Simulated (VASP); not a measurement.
Runs of VASP 6.6.1 on SiC. The structure is hexagonal, space group P6_3mc (No. 186). Conventional cell: a = 3.076 Å, b = 3.076 Å, c = 5.048 Å, α = 90.00°, β = 90.00°, γ = 120.00°. Si (site symmetry 3m) has 4 C at 1.87 to 1.94 Å as nearest neighbours. C (site symmetry 3m) has 4 Si at 1.87 to 1.94 Å as nearest neighbours. 

```tsv
k mesh	cutoff (eV)	mesh quality	gap on the mesh (eV)	pressure (GPa)	largest force (eV/Å)
9 × 9 × 6	700	not flagged	2.32	3.4	0.75
18 × 18 × 10	520	not flagged	2.32	3.6	0.75
3 × 3 × 2	520	coarse	2.26	4.3	(a)
9 × 9 × 6	520	not flagged	2.32	3.6	0.75
```

Alike in all rows: task single point; level PBE; potentials or basis VASP PAW PBE potentials, release 64 (Si, C); no spin polarisation; cell as given; smearing gaussian 0.02 eV.

Q: Fill in the values left out.

A: (a) 0.58.

Caveats: some runs use coarse meshes; an odd mesh through Γ misses points on the zone boundary, where band edges often lie (some runs).
